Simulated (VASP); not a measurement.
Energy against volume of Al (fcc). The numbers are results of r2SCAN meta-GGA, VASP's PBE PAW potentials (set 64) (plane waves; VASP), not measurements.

| V (Å³/atom) | E (eV/atom) |
|---|---|
| 14.842 | -6.72202 |
| 15.316 | -6.73788 |
| 15.789 | -6.74363 |
| 16.263 | -6.74096 |
| 16.737 | -6.73122 |

Problem. Fit a third-order Birch-Murnaghan equation of state.

Solution. 
```yaml
volume_per_atom: 15.86 Å³/atom
bulk_modulus: 92.7 GPa
pressure_derivative_of_the_bulk_modulus: 5.01
lattice_constant_a: 3.989 Å
```

Measured: bulk modulus 80.8 GPa at 0 K (computed value off by +14.7 %), as given by H. Levämäki et al., Physical Review B (2014), arXiv:1402.3671 [corrected for temperature and zero-point phonon effects]; a 4.018 Å at 0 K (computed value off by -0.7 %), as given by Daniel Mejia-Rodriguez et al., Physical Review B (2018), arXiv:1807.09216 [static lattice: zero-point anharmonic expansion removed].

The compound is Al in the fcc structure. It was relaxed first.
